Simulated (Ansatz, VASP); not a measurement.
Given: the input of a run of VASP 6.6.1 on SiO. The cell comes from a database or a generator and needn't be the stable form of this composition.

Contents of INCAR:

```
SYSTEM = SiO
PREC = Accurate
ENCUT = 520
EDIFF = 1E-7
ISMEAR = -1
SIGMA = 0.05
LREAL = .FALSE.
LASPH = .TRUE.
NELM = 60
ALGO = Normal
ISIF = 2
LWAVE = .FALSE.
LCHARG = .TRUE.
GGA = PE
LELF = .TRUE.
LVHAR = .TRUE.
NBANDS = 12
```

Contents of KPOINTS:

```
Automatic mesh
0
G
  9 9 9
  0 0 0
```

File POSCAR:

```
SiO
1.0
    0.0000000000      2.4336400000      2.4336400000
    2.4336400000      0.0000000000      2.4336400000
    2.4336400000      2.4336400000      0.0000000000
Si O
1 1
Direct
    0.7500000000      0.7500000000      0.7500000000
    0.0000000000      0.0000000000      0.0000000000
```

Potentials or basis: VASP PAW PBE potentials, release 64 (Si, O).

Command:

```bash
$ cat potpaw_PBE.64/Si/POTCAR potpaw_PBE.64/O/POTCAR > POTCAR
$ mpirun -np 1 vasp_std > vasp.out
```

Question: Set up the same calculation for Ansatz 0.2.0. Potentials or basis there: Ansatz PAW, cutoff 420 eV.

Answer: As run (cutoffs and basis follow the program's own potentials, and thresholds, step limits or extra output files can differ):

input.yaml

```yaml
crystal:
  lattice:
    - [0.0, 2.43364, 2.43364]
    - [2.43364, 0.0, 2.43364]
    - [2.43364, 2.43364, 0.0]
  atoms:
    - { symbol: Si, position: [0.75, 0.75, 0.75] }
    - { symbol: O, position: [0.0, 0.0, 0.0] }
hamiltonian:
  xc: pbe
  pseudopotentials: { kind: paw }
kpoints:
  mp_grid: { grid: [9, 9, 9] }
scf:
  occupations: { method: fermi_dirac, width: 0.05 }
output:
  forces: true
  stress: true
  eigenvalues: true
  write_density: true
  write_potential: true
  elf: true
  volumetric_format: npy
```

Potentials or basis: Ansatz PAW.

The run is started by

```sh
$ ansatz run input.yaml --threads 1 --pin off --max-ram 3584MiB --backend cpu --events-out ev --progress --plain --runs-dir out
```

Both were run:

|  | VASP | Ansatz |
| --- | --- | --- |
| Pressure | 0.0 GPa | -0.1 GPa |

Ansatz's pressure holds a Pulay term of +0.38 GPa for its cutoff of 420 eV, which the other run lacks.

Where Ansatz's input types no cutoff or centring, it takes its own default and a Γ-centred mesh.

Pressure is positive in compression.
